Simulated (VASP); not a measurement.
Set up this calculation in VASP 6.6.1, as the native input.

```yaml
Task: electric field gradients
Functional: PBEsol
Potentials_or_basis: VASP PAW PBE potentials, release 64 (Eu, Al, Si, Rh_pv)
Cutoff: 600 eV
k_mesh: 6 × 6 × 3
Occupations: fermi-dirac, width 0.02 eV
Spin: collinear spin, ferromagnetic start
Starting_moments: "[7.0, 0.0, 0.0, 0.0, 0.0, 0.0, 0.0, 0.0] μB"
Hubbard_terms: Eu f U = 6.0 eV
Further_INCAR_settings: ALGO = Normal; EDIFF = 1e-07
```

The structure of EuAl4Si2Rh lies in POSCAR:

```
EuAl4Si2Rh
1.0
    4.1760000000      0.0000000000      0.0000000000
    0.0000000000      4.1760000000      0.0000000000
    0.0000000000      0.0000000000      8.2890000000
Eu Al Si Rh
1 4 2 1
Direct
    0.0000000000      0.0000000000      0.5000000000
    0.0000000000      0.5000000000      0.1680000000
    0.5000000000      0.0000000000      0.1680000000
    0.0000000000      0.5000000000      0.8320000000
    0.5000000000      0.0000000000      0.8320000000
    0.5000000000      0.5000000000      0.3574000000
    0.5000000000      0.5000000000      0.6426000000
    0.0000000000      0.0000000000      0.0000000000
```

One way to write it, as run:

INCAR

```
SYSTEM = EuAl4Si2Rh
PREC     = Accurate       ! precision mode
ENCUT    = 600            ! plane-wave cutoff, eV
EDIFF    = 1E-7           ! SCF threshold, eV
ISMEAR   = -1             ! smearing method
SIGMA    = 0.02           ! smearing width, eV
LREAL    = .False.        ! projectors in reciprocal space
LASPH    = .True.         ! aspherical terms in the spheres
NELM     = 120            ! most SCF steps
ALGO     = Normal         ! electronic algorithm
ISIF     = 2              ! what is computed and relaxed
LWAVE    = .False.        ! write WAVECAR
LCHARG   = .False.        ! write CHGCAR
ISPIN    = 2              ! spin polarisation
MAGMOM   = 7 0 0 0 0 0 0 0 ! initial moments
LORBIT   = 11             ! projections on sites
LMAXMIX  = 6              ! l up to which the mixer works
LDAU     = .True.         ! DFT+U
LDAUTYPE = 2            
LDAUL    = 3 -1 -1 -1     ! shell
LDAUU    = 6 0 0 0        ! U, eV
LDAUJ    = 0 0 0 0      
LDAUPRINT= 1            
GGA      = PS             ! functional
LEFG     = .True.
```

KPOINTS

```
Automatic mesh
0
Gamma
  6 6 3
  0 0 0
```

Potentials or basis: VASP PAW PBE potentials, release 64 (Eu, Al, Si, Rh_pv).

Launch:

```bash
$ cat potpaw_PBE.64/Eu/POTCAR potpaw_PBE.64/Al/POTCAR potpaw_PBE.64/Si/POTCAR potpaw_PBE.64/Rh_pv/POTCAR > POTCAR
$ mpirun -np 1 vasp_std > vasp.out
```

Results of the run:

```
Pressure                                              : -1.3 GPa
Largest force                                         : 0.011 eV/Å
Band gap on the k mesh                                : none (metal or under the smearing width)
Net moment                                            : 7.00 μB per cell
Site moments                                          : Eu +6.70; Al -0.00; Si -0.01; Rh -0.01 μB
Valence electrons inside the program's atomic spheres : Eu 14.89; Al 0.77; Si 1.69; Rh 14.13
```

Caveat: the PAW data sets were made with another functional, which shifts forces and pressure a little; spin-orbit coupling is left out, which moves the levels of the heavy elements.

It took 4.1 min on 1 thread of Intel(R) Xeon(R) 6975P-C (Granite Rapids) (shared host), peak memory 0.5 GiB.
